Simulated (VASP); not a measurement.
# How U changes MnFe3, part 3 of 3

Aim: follow the moments and the gap of MnFe3 as U grows. The start is a computed cell from the Materials Project.

VASP 6.6.1, plane waves and PAW; the level of theory is named at each step.

Still holding for the runs below: The magnetic state follows from one typed start and may not be the lowest. The k-mesh is coarse for a metal. A U on the itinerant d states of such a compound is hard to justify; it moves the bands at the Fermi level and favours large moments.

So far. Step 9 (Series over U, start order AFM, U 6): Energy at zero smearing: -40.50597 eV. Step 9 (Series over U, start order AFM, U 6): The run ends at a pressure of 84.93 GPa, with forces up to 0.33 eV/Å.

## 10. Series over U, start order fm, U 8 (continued)

Level of this step: r2SCAN, DFT+U (Fe d 8 eV, Mn d 8 eV), spin-polarised from a ferromagnetic start; plane waves and PAW (Fe, Mn) (VASP).

Parts of OUTCAR (step 10):

```text
  Total       21.1222022     21.1222022     26.7694338      0.0000000     -0.0000000      0.0000000
  in kB      818.1976990    818.1976990   1036.9510225      0.0000000     -0.0000000      0.0000000
  external PRESSURE =     891.1154735 kB  Pullay stress =       0.0000000 kB

 POSITION                                       TOTAL-FORCE (eV/Angst)
 -----------------------------------------------------------------------------------
     -0.00000      1.42621      5.86584         0.000000      0.000000     -0.520255
     -0.00000      1.42621      1.96071        -0.000000      0.000000      0.520255
      1.23514      0.71311      3.91327         0.000000     -0.000000      0.000000
      1.23514      0.71311      0.00000         0.000000     -0.000000      0.000000
 -----------------------------------------------------------------------------------
    total drift:                               -0.000005      0.000003     -0.000000

  FREE ENERGIE OF THE ION-ELECTRON SYSTEM (eV)
  ---------------------------------------------------
  free  energy   TOTEN  =       -37.8442207450 eV

  energy  without entropy=      -37.8432751013  energy(sigma->0) =      -37.84374792

 magnetization (x)
# of ion       s       p       d       tot
------------------------------------------
    1       -0.011  -0.110   3.342   3.221
    2       -0.011  -0.110   3.342   3.221
    3       -0.003  -0.076   3.398   3.319
    4        0.005  -0.013   4.316   4.308
--------------------------------------------------
tot         -0.019  -0.309  14.398  14.070

[... 2 parts as in an earlier step ...]

[... 1 further part left out ...]
[key lines of the parts left out:]
E-fermi :   8.5187
```

Energy at zero smearing: -37.84375 eV.

The run ends at a pressure of 89.11 GPa, with forces up to 0.52 eV/Å.

## 11. Series over U, start order AFM, U 8

This step: r2SCAN, DFT+U (Fe d 8 eV, Mn d 8 eV), spin-polarised from a ferrimagnetic start; plane waves and PAW (Fe, Mn) (VASP 6.6.1).

INCAR

```
SYSTEM = MnFe3
PREC = Accurate
ENCUT = 350
EDIFF = 1E-06
NELM = 150
ISMEAR = 0
SIGMA = 0.05
LREAL = .FALSE.
ALGO = Normal
METAGGA = R2SCAN
LASPH = .TRUE.
NBANDS = 29
ISPIN = 2
MAGMOM = 3 -3 3 -4
LDAU = .TRUE.
LDAUTYPE = 2
LDAUL = 2 2
LDAUU = 8 8
LDAUJ = 0 0
LDAUPRINT = 1
LMAXMIX = 4
LORBIT = 11
LWAVE = .FALSE.
LCHARG = .FALSE.
KPAR = 2
AMIX = 0.2
BMIX = 1E-04
AMIX_MAG = 0.8
BMIX_MAG = 1E-04
NEDOS = 1200
```

POSCAR

```
MnFe3
1.0
    2.4702761989      0.0000000000      0.0000000000
   -1.2351380994      2.1393219426      0.0000000000
    0.0000000000      0.0000000000      7.8265410000
Fe Mn
3 1
Direct
    0.3333333333      0.6666666667      0.7494800000
    0.3333333333      0.6666666667      0.2505200000
    0.6666666667      0.3333333333      0.5000000000
    0.6666666667      0.3333333333      0.0000000000
```

KPOINTS

```
Automatic mesh
0
Gamma
8 8 3
0 0 0
```

The projector-augmented-wave data sets are Fe and Mn (PBE family, release 64).

Run with:

```sh
$ mpirun -np 2 vasp_std
```

The log of the run:

```text
[... set-up lines as in an earlier step ...]
 entering main loop
       N       E                     dE             d eps       ncg     rms          rms(c)
DAV:   1     0.204724033387E+03    0.20472E+03   -0.10263E+04  2900   0.112E+03
DAV:   2    -0.185744093910E+02   -0.22330E+03   -0.20731E+03  2900   0.277E+02
DAV:   3    -0.370318310980E+02   -0.18457E+02   -0.17807E+02  3245   0.113E+02
DAV:   4    -0.372726712902E+02   -0.24084E+00   -0.24066E+00  3220   0.136E+01
[...]
DAV:  30    -0.374077501040E+02   -0.20728E-05   -0.16579E-06  2232   0.140E-02    0.302E-03
DAV:  31    -0.374077547094E+02   -0.46054E-05   -0.99822E-07  2037   0.126E-02    0.169E-03
DAV:  32    -0.374077545623E+02    0.14712E-06   -0.45520E-07  1642   0.657E-03
   1 F= -.37407755E+02 E0= -.37407278E+02  d E =-.953741E-03  mag=    -1.1864
```

It took 95 s on 2 MPI ranks of Intel Xeon Platinum 8488C (Sapphire Rapids), shared host; peak memory 0.31 GiB.

OUTCAR, selected parts (step 11):

```text
  Total       23.6950374     23.6950374     27.4229372      0.0000000     -0.0000000      0.0000000
  in kB      917.8600268    917.8600268   1062.2653797      0.0000000     -0.0000000      0.0000000
  external PRESSURE =     965.9951444 kB  Pullay stress =       0.0000000 kB

 POSITION                                       TOTAL-FORCE (eV/Angst)
 -----------------------------------------------------------------------------------
     -0.00000      1.42621      5.86584         0.000000     -0.000000     -0.669378
     -0.00000      1.42621      1.96071        -0.000000      0.000000      0.437408
      1.23514      0.71311      3.91327         0.000000      0.000000      0.055218
      1.23514      0.71311      0.00000         0.000000     -0.000000      0.176752
 -----------------------------------------------------------------------------------
    total drift:                               -0.000007      0.000004      0.001156

  FREE ENERGIE OF THE ION-ELECTRON SYSTEM (eV)
  ---------------------------------------------------
  free  energy   TOTEN  =       -37.4077545623 eV

  energy  without entropy=      -37.4068008218  energy(sigma->0) =      -37.40727769

 magnetization (x)
# of ion       s       p       d       tot
------------------------------------------
    1        0.017  -0.019   3.300   3.298
    2       -0.016   0.016  -3.368  -3.368
    3        0.019  -0.005   3.414   3.428
    4       -0.032  -0.075  -4.372  -4.479
--------------------------------------------------
tot         -0.011  -0.083  -1.026  -1.121

[... 2 parts as in an earlier step ...]

[... 1 further part left out ...]
[key lines of the parts left out:]
E-fermi :   8.8949
```

Energy at zero smearing: -37.40728 eV.

The run ends at a pressure of 96.60 GPa, with forces up to 0.67 eV/Å.

## 12. Summary

This step: DFT+U series, r2SCAN; plane waves and PAW (VASP 6.6.1).

Derived from the runs above.

Energies at different U are not comparable. U series, by row:

```
U (eV)  J (eV)  LDAUTYPE  start  energy (eV/atom)  mean moment (μB)  gap on the mesh (eV)  pressure (GPa)
     0       0         -    afm            -14.02             2.066                     0           21.68
     1       0         2     fm             -13.2             2.886                     0           54.55
     1       0         2    afm            -13.13             2.366                     0           31.58
     4     0.5         1     fm             -11.6              3.08                     0           65.55
     4     0.5         1    afm            -11.45             3.151                     0           68.68
     6       0         2     fm            -10.28             3.414                     0           83.29
     6       0         2    afm            -10.13             3.437                     0           84.93
     8       0         2     fm            -9.461             3.517                     0           89.11
     8       0         2    afm            -9.352             3.643                     0            96.6
```

## 13. Results

- U = 0 eV, J = 0 eV, afm start: mean size of the moments 2.07 μB
- U = 1 eV, J = 0 eV, fm start: mean size of the moments 2.89 μB
- U = 1 eV, J = 0 eV, afm start: mean size of the moments 2.37 μB
- U = 4 eV, J = 0.5 eV, fm start: mean size of the moments 3.08 μB
- U = 4 eV, J = 0.5 eV, afm start: mean size of the moments 3.15 μB
- U = 6 eV, J = 0 eV, fm start: mean size of the moments 3.41 μB
- U = 6 eV, J = 0 eV, afm start: mean size of the moments 3.44 μB
- U = 8 eV, J = 0 eV, fm start: mean size of the moments 3.52 μB
- U = 8 eV, J = 0 eV, afm start: mean size of the moments 3.64 μB

What this shows: At U = 4, 6 and 8 eV the two starts end 0.11 to 0.15 eV an atom apart. So large a difference can come from other orbital or spin states as well as from the order, so the rows below need not follow one state over U. In the runs at U = 1, J = 0 eV (afm) the charge density had not settled, so their rows mean little. For the ferromagnetic start without J, from U = 1 to 8 eV the mean moment goes from 2.89 to 3.52 μB, the cell stays metallic, and the pressure goes from 54.6 to 89.1 GPa. A jump between neighbouring rows can also mean that the runs ended in different spin or orbital states. U acts inside the PAW spheres, so the same number means something else in a code with other projectors.

[Lines on the potential files, build, host, timing and source positions are cut from VASP's logs without a mark.]

[Logs are printed without paths, hosts, clocks, repeated set-up lines and the standing remarks that a program may print on its own settings, such as how far it seeks lower states.]

[Hosts, paths, dates, database ids (printed as entryN), source tags and the programs' standing remarks are cut or masked in the printed files.]

[In band tables of VASP the shares of atoms and orbitals are scaled to a sum of 1 inside the atoms' spheres.]

[Runs that stopped without an error message from VASP are left out.]
